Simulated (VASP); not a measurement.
A convergence study with VASP on Pt3Ti (L1_2): one setting is varied, all else stays as given below, so the limit is that of these other settings. Each run relaxes cell and ions from the cell shown.

```
CELL_PARAMETERS angstrom
      3.92000     0.00000     0.00000
      0.00000     3.92000     0.00000
      0.00000     0.00000     3.92000
ATOMIC_POSITIONS crystal
  Ti 0.00000 0.00000 0.00000
  Pt 0.00000 0.50000 0.50000
  Pt 0.50000 0.00000 0.50000
  Pt 0.50000 0.50000 0.00000
```

All values below come from PBE GGA, VASP's PBE PAW potentials (set 64) (plane waves; VASP). The tightest run used: 550 eV cut-off, 12×12×12 Γ-centred mesh, first-order Methfessel-Paxton smearing of 0.10 eV, potentials Ti_sv Pt.

```
setting     relaxed volume (Å³/atom)  E (eV/atom)  irreducible k-points
----------  ------------------------  -----------  --------------------
2×2×2 mesh                    15.434      -7.1512                     4
3×3×3 mesh                    15.481      -7.3515                     4
4×4×4 mesh                    15.338      -7.3889                    10
```

Question: These are the cheaper rows. Estimate the results at 12×12×12 mesh, and how far the last row shown lies from them.

Answer: 
```tsv
quantity	tightest run	last row shown is off by
relaxed volume (Å³/atom)	15.358	-0.020
E (eV/atom)	-7.3881	-0.0007
```

Left out are rungs that failed or repeat a setting and relaxations that didn't move; long series are thinned to 24 rows.

The compound is Pt3Ti in the L1_2 structure.
